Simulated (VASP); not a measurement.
Wanted: the native input for a VASP 6.6.1 run.

* Task: single point
* Functional: PBEsol
* Potentials or basis: VASP PAW PBE potentials, release 64 (Cu, C)
* Cutoff: 450 eV
* k mesh: 3 × 4 × 4
* Occupations: gaussian, width 0.03 eV
* Spin: collinear spin, ferromagnetic start
* Starting moments: [1.0, 0.0, 0.0, 0.0, 0.0, 0.0, 0.0, 0.0, 0.0, 0.0, 0.0, 0.0, 0.0, 0.0, 0.0, 0.0, 0.0, 0.0, 0.0, 0.0, 0.0, 0.0, 0.0, 0.0] μB
* Fixed moment: 1 μB
* Dq: 0
* Further INCAR settings: LREAL = Auto; ALGO = Normal; EDIFF = 1e-05; NBANDS = 74; ISYM = 0

The structure of CuC23 (a cell with a defect) lies in POSCAR:

```
CuC23                                   
1.0
    0.0000000000      5.3503200000      5.3503200000
    3.5668800000      0.0000000000      3.5668800000
    3.5668800000      3.5668800000      0.0000000000
  Cu              C             
     1    23
Direct
     0.9949242714843705    0.0018552399149004    0.0017051868224244
     0.9999228886377414    0.9994087501891579    0.5009007296710162
     0.9999363128920977    0.4993947472209307    0.0011921137297584
     0.0005105865182375    0.4998117615398687    0.5011762651012370
     0.3320663507054240    0.0030272287827146    0.0040771058767204
     0.3393253217773186    0.9994112491030266    0.4917505148981455
     0.3391754063299190    0.4911912291850208    0.0004224646731927
     0.3323901099535252    0.5007852748009283    0.5019749465567550
     0.6687115078349433    0.9988177938685130    0.9999333582468092
     0.6595638631095398    0.0034124144729191    0.5078190481543255
     0.6595328706981897    0.5065654267619537    0.0047361675119245
     0.6673954945895809    0.4998099637175260    0.5011256422392701
     0.0957863103319872    0.1397451584945944    0.1413617969440664
     0.1004325748691338    0.1372667535951074    0.5740354938407913
     0.1001306490818491    0.5738656746604466    0.1383993291868732
     0.0844240415945944    0.6242209426754920    0.6258551419486152
     0.4286418495228461    0.1170460317535808    0.1177224413130102
     0.4121017362134667    0.1258539765537014    0.6329203145733018
     0.4120568400336999    0.6319473278254282    0.1269383875823137
     0.4179502697704487    0.6237787111594342    0.6247109248485844
     0.7096038476524075    0.1475420253482694    0.1489322534669795
     0.7506469543057014    0.1258859586820027    0.6260353489657507
     0.7506036153061139    0.6247621153596421    0.1272880927659988
     0.7481493267868902    0.6259942443348595    0.6273859310821426
```

One way to write it, as run:

INCAR

```
SYSTEM = CuC23
PREC = Accurate
ENCUT = 450
EDIFF = 1E-5
ISMEAR = 0
SIGMA = 0.03
LREAL = Auto
LASPH = .TRUE.
NELM = 120
ALGO = Normal
ISIF = 2
LWAVE = .FALSE.
LCHARG = .FALSE.
ISPIN = 2
MAGMOM = 1 0 0 0 0 0 0 0 0 0 0 0 0 0 0 0 0 0 0 0 0 0 0 0
LORBIT = 11
NUPDOWN = 1
LMAXMIX = 4
GGA = PS
NBANDS = 74
ISYM = 0
KPAR = 4
```

KPOINTS

```
regular mesh
0
G
  3 4 4
  0 0 0
```

Potentials or basis: VASP PAW PBE potentials, release 64 (Cu, C).

Launch:

```bash
$ cat potpaw_PBE.64/Cu/POTCAR potpaw_PBE.64/C/POTCAR > POTCAR
$ mpirun -np 4 vasp_std > vasp.out
```

It gave:

| Property | Result |
| --- | --- |
| Largest force | 0.206 eV/Å |
| Net moment | 1.00 μB per cell |
| Site moments | Cu +0.28; C +0.00, +0.01, -0.00, +0.07, +0.09, +0.04, +0.02, +0.12 μB |
| Valence electrons inside the program's atomic spheres | Cu 10.95; C 2.60, 2.58, 2.63, 2.59, 2.62, 2.65, 2.57, 2.61, 2.68, 2.55 |

Caveat: the k mesh is coarse (spacing up to 0.38 Å⁻¹), so the values aren't converged; the PAW data sets were made with another functional, which shifts forces and pressure a little; the total moment is fixed, so each spin has its own Fermi level.

Wall time 7.6 min on 4 MPI ranks on Intel(R) Xeon(R) Platinum 8488C (Sapphire Rapids) (shared host), peak memory 0.45 GiB a rank.
